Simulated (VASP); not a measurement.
# PmS (P-6m2) in VASP: notebook

One crystal, PmS, is run at these levels: PBEsol+U; tasks: single point.

Everything below comes from runs of VASP 6.6.1. Logs are shortened: lines on timing, memory, paths and dates and some standing lists are left out, and cuts for length are marked.

## 1. The structure

It takes space group P-6m2 (No. 187, hexagonal). Conventional cell: a = 3.755 Å, b = 3.755 Å, c = 3.665 Å, α = 90.00°, β = 90.00°, γ = 120.00°. Pm (site symmetry -6m2) is surrounded by 6 S at 2.84 Å. S (site symmetry -6m2) has 6 Pm at 2.84 Å as nearest neighbours.

The cell comes from a database or a generator and needn't be the stable form of this composition.

## 2. Single point, PBEsol+U, collinear spin, ferromagnetic start

INCAR

```
PREC     = Accurate       # precision mode
ENCUT    = 520            # plane-wave cutoff, eV
EDIFF    = 1E-7           # SCF threshold, eV
ISMEAR   = 0              # smearing method
SIGMA    = 0.05           # smearing width, eV
LREAL    = False          # projectors in reciprocal space
LASPH    = True           # aspherical terms in the spheres
NELM     = 100            # most SCF steps
ALGO     = Normal         # electronic algorithm
ISIF     = 2              # what is computed and relaxed
LWAVE    = False          # write WAVECAR
LCHARG   = True           # write CHGCAR
ISPIN    = 2              # spin polarisation
MAGMOM   = 4 0            # initial moments
LORBIT   = 11             # projections on sites
LMAXMIX  = 6              # l up to which the mixer works
LDAU     = True           # DFT+U
LDAUTYPE = 2            
LDAUL    = 3 -1           # shell
LDAUU    = 2 0            # U, eV
LDAUJ    = 0 0          
LDAUPRINT= 1            
GGA      = PS             # functional
LELF     = True           # ELF
LVHAR    = True         
NBANDS   = 22             # bands
```

KPOINTS

```
Automatic mesh
0
Gamma
  6 6 5
```

POSCAR

```
PmS
1.0
    3.7551346500      0.0000000000      0.0000000000
   -1.8775673200      3.2520420000      0.0000000000
    0.0000000000      0.0000000000      3.6648253700
Pm S
1 1
Direct
    0.0000000000      0.0000000000      0.0000000000
    0.6666666667      0.3333333333      0.5000000000
```

Potentials or basis: VASP PAW PBE potentials, release 64 (Pm, S).

Command:

```
$ cat potpaw_PBE.64/Pm/POTCAR potpaw_PBE.64/S/POTCAR > POTCAR
$ mpirun -np 1 vasp_std > vasp.out
```

OUTCAR:

```text
PREC = Accurate
   ENCUT = 520
   EDIFF = 1E-7
   ISMEAR = 0
   LREAL = False
   LASPH = True
   NELM = 100
   ISIF = 2
   ISPIN = 2
   LORBIT = 11
   GGA = PS

 ion  position               nearest neighbor table
   1  0.000  0.000  0.000-   2 2.84   2 2.84   2 2.84   2 2.84   2 2.84   2 2.84
   2  0.667  0.333  0.500-   1 2.84   1 2.84   1 2.84   1 2.84   1 2.84   1 2.84

  LATTYP: Found a hexagonal cell.
 ALAT       =     3.7551346500
 C/A-ratio  =     0.9759504549

  Lattice vectors:

 A1 = (   3.7551346500,   0.0000000000,   0.0000000000)
 A2 = (  -1.8775673200,   3.2520420000,   0.0000000000)
 A3 = (   0.0000000000,   0.0000000000,   3.6648253700)

Analysis of symmetry for initial positions (statically):
=====================================================================
 Subroutine PRICEL returns:
 Original cell was already a primitive cell.

 Routine SETGRP: Setting up the symmetry group for a
 hexagonal supercell.

 Subroutine GETGRP returns: Found 12 space group operations
 (whereof 12 operations were pure point group operations)
 out of a pool of 24 trial point group operations.

The static configuration has the point symmetry D_3h.

Analysis of symmetry for dynamics (positions and initial velocities):
=====================================================================
 Subroutine PRICEL returns:
 Original cell was already a primitive cell.

 Routine SETGRP: Setting up the symmetry group for a
 hexagonal supercell.

 Subroutine GETGRP returns: Found 12 space group operations
 (whereof 12 operations were pure point group operations)
 out of a pool of 24 trial point group operations.

The dynamic configuration has the point symmetry D_3h.

Analysis of structural, dynamic, and magnetic symmetry:
=====================================================================
 Subroutine PRICEL returns:
 Original cell was already a primitive cell.

 Routine SETGRP: Setting up the symmetry group for a
 hexagonal supercell.

 Subroutine GETGRP returns: Found 12 space group operations
 (whereof 12 operations were pure point group operations)
 out of a pool of 24 trial point group operations.

The overall configuration has the point symmetry D_3h.

 Subroutine INISYM returns: Found 12 space group operations
 (whereof 12 operations are pure point group operations),
 and found     1 'primitive' translations

----------------------------------------------------------------------------------------

                                     Primitive cell

  volume of cell :      44.7543

  direct lattice vectors                    reciprocal lattice vectors
     3.755134650  0.000000000  0.000000000     0.266302035  0.153749551  0.000000000
    -1.877567320  3.252042000  0.000000000     0.000000000  0.307499104  0.000000000
     0.000000000  0.000000000  3.664825370     0.000000000  0.000000000  0.272864297

  length of vectors
[... 125 lines left out ...]
spin component  1

  0.1234 -0.0000 -0.0000 -0.0000 -0.0000  0.0000 -0.0000
 -0.0000  0.9703 -0.0000 -0.0000  0.0000 -0.0000  0.0000
 -0.0000 -0.0000  0.1305 -0.0000  0.0000 -0.0000  0.0000
 -0.0000 -0.0000 -0.0000  0.9669  0.0000 -0.0000  0.0000
 -0.0000  0.0000  0.0000  0.0000  0.1305 -0.0000 -0.0000
  0.0000 -0.0000 -0.0000 -0.0000 -0.0000  0.9703 -0.0000
 -0.0000  0.0000  0.0000  0.0000 -0.0000 -0.0000  0.9640

spin component  2

  0.0025 -0.0000 -0.0000  0.0000 -0.0000 -0.0000  0.0000
 -0.0000  0.0066 -0.0000 -0.0000  0.0000  0.0000 -0.0000
 -0.0000 -0.0000  0.0048 -0.0000  0.0000  0.0000  0.0000
  0.0000 -0.0000 -0.0000  0.0029 -0.0000 -0.0000  0.0000
 -0.0000  0.0000  0.0000 -0.0000  0.0048 -0.0000 -0.0000
 -0.0000  0.0000  0.0000 -0.0000 -0.0000  0.0066 -0.0000
  0.0000 -0.0000  0.0000  0.0000 -0.0000 -0.0000  0.0017

 occupancies and eigenvectors

  o =  0.0017  v =  0.0000  0.0000  0.0000  0.0000  0.0000  0.0000  0.0000  0.0000 -0.0000  0.0000 -0.0000 -0.0000 -0.0000 -1.0000      0.0000  0.0000  0.0000  0.0000  0.0000  0.0000  0.0000  0.0000  0.0000  0.0000  0.0000  0.0000  0.0000  0.0000
  o =  0.0025  v =  0.0000  0.0000  0.0000  0.0000  0.0000  0.0000  0.0000  1.0000  0.0000  0.0000  0.0000  0.0000  0.0000  0.0000      0.0000  0.0000  0.0000  0.0000  0.0000  0.0000  0.0000  0.0000  0.0000  0.0000  0.0000  0.0000  0.0000  0.0000
  o =  0.0029  v =  0.0000  0.0000  0.0000  0.0000  0.0000  0.0000  0.0000  0.0000 -0.0000 -0.0000 -1.0000 -0.0000 -0.0000  0.0000      0.0000  0.0000  0.0000  0.0000  0.0000  0.0000  0.0000  0.0000  0.0000  0.0000  0.0000  0.0000  0.0000  0.0000
  o =  0.0048  v =  0.0000  0.0000  0.0000  0.0000  0.0000  0.0000  0.0000  0.0000  0.0000  0.8040 -0.0000 -0.5946 -0.0000  0.0000      0.0000  0.0000  0.0000  0.0000  0.0000  0.0000  0.0000  0.0000  0.0000  0.0000  0.0000  0.0000  0.0000  0.0000
  o =  0.0048  v =  0.0000  0.0000  0.0000  0.0000  0.0000  0.0000  0.0000 -0.0000 -0.0000  0.5946 -0.0000  0.8040 -0.0000  0.0000      0.0000  0.0000  0.0000  0.0000  0.0000  0.0000  0.0000  0.0000  0.0000  0.0000  0.0000  0.0000  0.0000  0.0000
  o =  0.0066  v =  0.0000  0.0000  0.0000  0.0000  0.0000  0.0000  0.0000 -0.0000  0.9977 -0.0000 -0.0000  0.0000 -0.0675 -0.0000      0.0000  0.0000  0.0000  0.0000  0.0000  0.0000  0.0000  0.0000  0.0000  0.0000  0.0000  0.0000  0.0000  0.0000
  o =  0.0066  v =  0.0000  0.0000  0.0000  0.0000  0.0000  0.0000  0.0000 -0.0000  0.0675  0.0000 -0.0000 -0.0000  0.9977 -0.0000      0.0000  0.0000  0.0000  0.0000  0.0000  0.0000  0.0000  0.0000  0.0000  0.0000  0.0000  0.0000  0.0000  0.0000
  o =  0.1234  v =  1.0000  0.0000  0.0000 -0.0000  0.0000 -0.0000  0.0000  0.0000  0.0000  0.0000  0.0000  0.0000  0.0000  0.0000      0.0000  0.0000  0.0000  0.0000  0.0000  0.0000  0.0000  0.0000  0.0000  0.0000  0.0000  0.0000  0.0000  0.0000
  o =  0.1305  v =  0.0000  0.0000  0.8040  0.0000 -0.5946 -0.0000 -0.0000  0.0000  0.0000  0.0000  0.0000  0.0000  0.0000  0.0000      0.0000  0.0000  0.0000  0.0000  0.0000  0.0000  0.0000  0.0000  0.0000  0.0000  0.0000  0.0000  0.0000  0.0000
  o =  0.1305  v =  0.0000  0.0000 -0.5946 -0.0000 -0.8040  0.0000  0.0000  0.0000  0.0000  0.0000  0.0000  0.0000  0.0000  0.0000      0.0000  0.0000  0.0000  0.0000  0.0000  0.0000  0.0000  0.0000  0.0000  0.0000  0.0000  0.0000  0.0000  0.0000
  o =  0.9640  v = -0.0000  0.0000  0.0000  0.0000 -0.0000  0.0000  1.0000  0.0000  0.0000  0.0000  0.0000  0.0000  0.0000  0.0000      0.0000  0.0000  0.0000  0.0000  0.0000  0.0000  0.0000  0.0000  0.0000  0.0000  0.0000  0.0000  0.0000  0.0000
  o =  0.9669  v = -0.0000  0.0000 -0.0000  1.0000  0.0000  0.0000 -0.0000  0.0000  0.0000  0.0000  0.0000  0.0000  0.0000  0.0000      0.0000  0.0000  0.0000  0.0000  0.0000  0.0000  0.0000  0.0000  0.0000  0.0000  0.0000  0.0000  0.0000  0.0000
  o =  0.9703  v = -0.0000  0.2897  0.0000  0.0000  0.0000 -0.9571 -0.0000  0.0000  0.0000  0.0000  0.0000  0.0000  0.0000  0.0000      0.0000  0.0000  0.0000  0.0000  0.0000  0.0000  0.0000  0.0000  0.0000  0.0000  0.0000  0.0000  0.0000  0.0000
  o =  0.9703  v = -0.0000  0.9571 -0.0000 -0.0000 -0.0000  0.2897 -0.0000  0.0000  0.0000  0.0000  0.0000  0.0000  0.0000  0.0000      0.0000  0.0000  0.0000  0.0000  0.0000  0.0000  0.0000  0.0000  0.0000  0.0000  0.0000  0.0000  0.0000  0.0000

 number of electron      21.0000000 magnetization       4.8852189

 Free energy of the ion-electron system (eV)
  ---------------------------------------------------
  ext. energy  EPLUGINS =         0.00000000
  ---------------------------------------------------
  free energy    TOTEN  =       -15.77391210 eV

  energy without entropy =      -15.77098812  energy(sigma->0) =      -15.77245011

 E-fermi :   7.5441     XC(G=0): -10.7355

 val. band max:        7.5407808677   @ k =   0.3333   0.1667   0.0000
 cond. band min:       7.5926916834   @ k =   0.5000   0.0000   0.0000
 fundamental gap:      0.0519108158
 Fermi energy:         7.5440573434

 spin component 1

 k-point     1 :       0.0000    0.0000    0.0000
  band No.  band energies     occupation
      1     -31.4233      1.00000
      2     -11.6770      1.00000
      3     -11.5450      1.00000
      4     -11.5450      1.00000
      5      -6.2832      1.00000
      6       4.4205      1.00000
[... 514 lines left out ...]
     21      13.7595      0.00000
     22      15.3234      0.00000
 Fermi energy:         7.5440573434

 spin component 2

 k-point     1 :       0.0000    0.0000    0.0000
  band No.  band energies     occupation
      1     -29.3716      1.00000
      2     -10.1700      1.00000
      3      -9.9538      1.00000
      4      -9.9538      1.00000
      5      -6.2201      1.00000
      6       4.6369      1.00000
[... 514 lines left out ...]
     21      14.6462      0.00000
     22      16.0615      0.00000

------------------------ aborting loop because EDIFF is reached ----------------------------------------

  FORCE on cell =-STRESS in cart. coord.  units (eV):
  Direction    XX          YY          ZZ          XY          YZ          ZX
  --------------------------------------------------------------------------------------
  -------------------------------------------------------------------------------------
  Total        1.2221435      1.2221435      0.8277376      0.0000000      0.0000000      0.0000000
  in kB       43.7519932     43.7519931     29.6325022      0.0000001      0.0000000      0.0000000
  external PRESSURE =      39.0454962 kB  Pullay stress =       0.0000000 kB

 VOLUME and BASIS-vectors are now :
 -----------------------------------------------------------------------------
  energy-cutoff  :      520.00
  volume of cell :       44.75
      direct lattice vectors                 reciprocal lattice vectors
     3.755134650  0.000000000  0.000000000     0.266302035  0.153749551  0.000000000
    -1.877567320  3.252042000  0.000000000     0.000000000  0.307499104  0.000000000
     0.000000000  0.000000000  3.664825370     0.000000000  0.000000000  0.272864297

 POSITION                                       TOTAL-FORCE (eV/Angst)
 -----------------------------------------------------------------------------------
      0.00000      0.00000      0.00000         0.000000     -0.000000      0.000000
      1.87757      1.08401      1.83241        -0.000000      0.000000      0.000000
 -----------------------------------------------------------------------------------
    total drift:                               -0.000000      0.000000      0.000000

  FREE ENERGIE OF THE ION-ELECTRON SYSTEM (eV)
  ---------------------------------------------------
  free  energy   TOTEN  =       -15.7739120976 eV

  energy  without entropy=      -15.7709881157  energy(sigma->0) =      -15.77245011

 total charge

# of ion       s       p       d       f       tot
--------------------------------------------------
    1        2.002   5.565   0.551   4.280  12.397
    2        1.316   2.446   0.000   0.000   3.762
--------------------------------------------------
tot          3.317   8.011   0.551   4.280  16.159

 magnetization (x)

# of ion       s       p       d       f       tot
--------------------------------------------------
    1       -0.006   0.017   0.189   4.222   4.421
    2       -0.006  -0.057   0.000   0.000  -0.063
--------------------------------------------------
tot         -0.012  -0.040   0.189   4.222   4.358
```

It took 75 s on 1 thread of AMD EPYC 7R43 (Zen 3), shared host; peak memory 0.16 GiB.

Results:

```yaml
Free_energy: -15.7739 eV
Pressure: 3.9 GPa
Band_gap_on_the_k_mesh: none (metal or under the smearing width)
Net_moment: 4.89 μB per cell
Site_moments: Pm +4.42; S -0.06 μB
Valence_electrons_inside_the_program's_atomic_spheres: Pm 12.40; S 3.76
```

Eigenvalues of the final occupation matrices:
```tsv
site	spin	trace	eigenvalues
site 1 f	1	4.26	0.12 0.13 0.13 0.96 0.97 0.97 0.97
site 1 f	2	0.03	0.00 0.00 0.00 0.00 0.00 0.01 0.01
```

Caveat: the magnetic or orbital state may not be the lowest; the PAW data sets were made with another functional, which shifts forces and pressure a little; spin-orbit coupling is left out, which moves the levels of the heavy elements. The state reached can hang on the start; a lower one may exist.

## 3. Single point, PBEsol+U, collinear spin, antiferromagnetic start

This run uses another cell than the first one: it holds 4 atoms, not 2.

INCAR

```
  PREC = Accurate
  ENCUT = 520
  EDIFF = 1E-7
  ISMEAR = 0
  SIGMA = 0.05
  LREAL = F
  LASPH = T
  NELM = 100
  ALGO = Normal
  ISIF = 2
  LWAVE = F
  LCHARG = T
  ISPIN = 2
  MAGMOM = 4 -4 0 0
  LORBIT = 11
  LMAXMIX = 6
  LDAU = T
  LDAUTYPE = 2
  LDAUL = 3 -1
  LDAUU = 2 0
  LDAUJ = 0 0
  LDAUPRINT = 1
  GGA = PS
  LELF = T
  LVHAR = T
```

KPOINTS

```
regular mesh
0
Gamma
  5 3 5
```

POSCAR

```
PmS
1.0
    1.8775673300      3.2520420000      0.0000000000
   -5.6327019700      3.2520420000      0.0000000000
    0.0000000000      0.0000000000      3.6648253700
Pm S
2 2
Direct
    0.0000000000      0.0000000000      0.0000000000
    0.5000000000      0.5000000000      0.0000000000
    0.5000000000      0.8333333333      0.5000000000
    0.0000000000      0.3333333333      0.5000000000
```

Potentials or basis: VASP PAW PBE potentials, release 64 (Pm, S).

Command:

```
$ cat potpaw_PBE.64/Pm/POTCAR potpaw_PBE.64/S/POTCAR > POTCAR
$ mpirun -np 1 vasp_std > vasp.out
```

It took 3.2 min on 1 thread of AMD EPYC 7R43 (Zen 3), shared host; peak memory 0.21 GiB.

The run converged. Its results:

- Free energy: -31.5212 eV
- Pressure: 5.0 GPa
- Largest force: 0.051 eV/Å
- Band gap on the k mesh: none (metal or under the smearing width)
- Net moment: 0.00 μB per cell
- Site moments: Pm +4.45, -4.45; S -0.02, +0.02 μB
- Valence electrons inside the program's atomic spheres: Pm 12.48; S 3.77

Forces on the atoms (eV/Å):
```
Pm   0.044 -0.025  0.000
Pm   0.044 -0.025  0.000
S   -0.044  0.025  0.000
S   -0.044  0.025  0.000
```

Stress tensor (GPa, compression positive):
```
 6.62 -0.19  0.00
-0.19  6.40  0.00
 0.00  0.00  2.12
```

Levels at points of the mesh, in eV from the Fermi level:
Spin up:
```csv
k point,band 19,band 20,band 21,band 22,band 23,band 24
"(0.00, 0.00, 0.00)",-1.16,-1.15,-0.75,-0.70,0.29,0.75
```
Spin down:
```tsv
k point	band 19	band 20	band 21	band 22	band 23	band 24
(0.00, 0.00, 0.00)	-1.16	-1.15	-0.75	-0.70	0.29	0.75
```

Eigenvalues of the final occupation matrices:
```tsv
site	spin	trace	eigenvalues
site 1 f	1	4.41	0.01 0.01 0.56 0.95 0.95 0.96 0.97
site 1 f	2	0.03	0.00 0.00 0.00 0.00 0.00 0.01 0.01
site 2 f	1	0.03	0.00 0.00 0.00 0.00 0.00 0.01 0.01
site 2 f	2	4.41	0.01 0.01 0.56 0.95 0.95 0.96 0.97
```

Caveat: the magnetic or orbital state may not be the lowest; the PAW data sets were made with another functional, which shifts forces and pressure a little; spin-orbit coupling is left out, which moves the levels of the heavy elements.
